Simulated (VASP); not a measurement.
Level of theory: r2SCAN meta-GGA, VASP's PBE PAW potentials (set 64) (plane waves; VASP 6.6.1).

VASP input:

KPOINTS_OPT:
```
k-points along high-symmetry lines
10
Line-mode
Reciprocal
  0.000000   0.000000   0.000000 ! GAMMA
  0.000000   0.500000   0.000000 ! X

  0.000000   0.500000   0.000000 ! X
  0.500000   0.500000   0.000000 ! M

  0.500000   0.500000   0.000000 ! M
  0.000000   0.000000   0.000000 ! GAMMA

  0.000000   0.000000   0.000000 ! GAMMA
  0.500000   0.500000   0.500000 ! R

  0.500000   0.500000   0.500000 ! R
  0.000000   0.500000   0.000000 ! X

  0.500000   0.500000   0.500000 ! R
  0.500000   0.500000   0.000000 ! M
```

POSCAR:
```
Be
1
    2.1721937969     0.0000000000     0.0000000000
    0.0000000000     2.1721937969     0.0000000000
    0.0000000000     0.0000000000     2.1721937969
Be
1
Direct
  0.0000000000   0.0000000000   0.0000000000
```

KPOINTS:
```
Automatic mesh
0
Gamma
19 19 19
0 0 0
```

INCAR:
```
# general
SYSTEM   =  Be
PREC     =  Accurate
ENCUT    =  400
LREAL    =  .FALSE.   # projection in real space or not
LASPH    =  .TRUE.   # aspherical one-centre terms

# electronic loop
EDIFF    =  1E-7
NELM     =  100
ALGO     =  Normal   # blocked Davidson
LMIXTAU  =  .TRUE.

# smearing
ISMEAR   =  -5   # tetrahedra, Bloechl

# functional
METAGGA  =  R2SCAN

# ions
ISIF     =  2

# output
LWAVE    =  .FALSE.
LCHARG   =  .FALSE.
LORBIT   =  11   # lm-projected
NEDOS    =  601   # DOS grid
```

POTCAR, in this order: Be (PBE.64 set). Program: vasp_std.

The resulting files:

OSZICAR:
```
       N       E                     dE             d eps       ncg     rms          rms(c)
DAV:   1    -0.252703661051E+01   -0.25270E+01   -0.91966E+02  2370   0.267E+02
DAV:   2    -0.345362339961E+01   -0.92659E+00   -0.90723E+00  3050   0.271E+01
DAV:   3    -0.345808943285E+01   -0.44660E-02   -0.44672E-02  2680   0.149E+00
DAV:   4    -0.345809145231E+01   -0.20195E-05   -0.20246E-05  3090   0.334E-02
DAV:   5    -0.345809145334E+01   -0.10313E-08   -0.78510E-09  2780   0.351E-04    0.584E-01
DAV:   6    -0.326151414001E+01    0.19658E+00   -0.61022E-02  2565   0.174E+00    0.354E-01
DAV:   7    -0.328076372971E+01   -0.19250E-01   -0.10783E-02  2485   0.731E-01    0.245E-01
DAV:   8    -0.326832964092E+01    0.12434E-01   -0.81153E-03  2550   0.669E-01    0.756E-02
DAV:   9    -0.328057616645E+01   -0.12247E-01   -0.55362E-03  2525   0.515E-01    0.908E-03
DAV:  10    -0.328064597234E+01   -0.69806E-04   -0.47926E-05  3010   0.632E-02    0.470E-03
DAV:  11    -0.328060249899E+01    0.43473E-04   -0.34512E-05  2710   0.394E-02    0.140E-03
DAV:  12    -0.328060432311E+01   -0.18241E-05   -0.32149E-07  2640   0.578E-03    0.794E-04
DAV:  13    -0.328060408136E+01    0.24174E-06   -0.55603E-08  2540   0.235E-03    0.228E-04
DAV:  14    -0.328060400287E+01    0.78500E-07   -0.59894E-08  2365   0.201E-03
   1 F= -.32806040E+01 E0= -.32806040E+01  d E =0.000000E+00
       N       E                     dE             ncg
```

### OUTCAR
```
------------------------ aborting loop because EDIFF is reached ----------------------------------------
  FORCE on cell =-STRESS in cart. coord.  units (eV):
  Direction    XX          YY          ZZ          XY          YZ          ZX
  --------------------------------------------------------------------------------------
  Total       -0.0179003     -0.0179003     -0.0179003      0.0000000     -0.0000000      0.0000000
  in kB       -2.7981729     -2.7981729     -2.7981729      0.0000000     -0.0000000      0.0000000
  external PRESSURE =      -2.7981729 kB  Pullay stress =       0.0000000 kB
  volume of cell :       10.25
      direct lattice vectors                 reciprocal lattice vectors
     2.172193797  0.000000000  0.000000000     0.460364081  0.000000000  0.000000000
     0.000000000  2.172193797  0.000000000     0.000000000  0.460364081  0.000000000
     0.000000000  0.000000000  2.172193797     0.000000000  0.000000000  0.460364081
 POSITION                                       TOTAL-FORCE (eV/Angst)
 -----------------------------------------------------------------------------------
      0.00000      0.00000      0.00000         0.000000      0.000000      0.000000
 -----------------------------------------------------------------------------------
    total drift:                               -0.000000     -0.000000     -0.000000
  FREE ENERGIE OF THE ION-ELECTRON SYSTEM (eV)
  ---------------------------------------------------
  free  energy   TOTEN  =        -3.2806040029 eV

  energy  without entropy=       -3.2806040029  energy(sigma->0) =       -3.28060400

 total charge

# of ion       s       p       d       tot
------------------------------------------
    1        0.458   0.540   0.000   0.997
```
(Selected blocks of OUTCAR.)

For a metal the tetrahedron method with Blöchl corrections gives inexact stress and forces.

The structure was generated: Be was put into the simple-cubic type (Pm-3m), which need not be its known phase. It was relaxed first, which changed the volume by +12 %.
